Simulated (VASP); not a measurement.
A cell of SnO (litharge) near equilibrium:

```
SnO
1.0
    3.80864     0.00000     0.00000
    0.00000     3.80864     0.00000
    0.00000     0.00000     4.72885
Sn O
2 2
Direct
  0.50000   0.00000   0.75600
  0.00000   0.50000   0.24400
  0.50000   0.50000   0.00000
  0.00000   0.00000   0.00000
```

Calculation: PBEsol GGA, VASP's PBE PAW potentials (set 64) (plane waves; VASP).

Without a dispersion term in the relaxation, distances and binding between the weakly bound layers, chains or molecules are unreliable, and so is what depends on them.

| run | ΔE (meV/atom) | σxx | σyy | σzz | largest shear component, with its sign (GPa) | largest force (eV/Å) |
|---|---|---|---|---|---|---|
| as it is | 0.0 | -0.36 | -0.36 | 0.14 | 0.00 | 0.074 |
| after one change | 9.7 | 4.70 | 3.08 | 4.24 | 0.00 | 0.695 |
Stress is in GPa, positive when the cell is compressed.

Name the change that produced these shifts.
A) biaxial strain of +3.0 % in the xy plane
B) biaxial strain of +1.0 % in the yz plane with the ions relaxed
C) uniaxial strain of -1.5 % along x
D) biaxial strain of -2.0 % in the xz plane

D, biaxial strain of -2.0 % in the xz plane

The compound is SnO in the litharge structure.
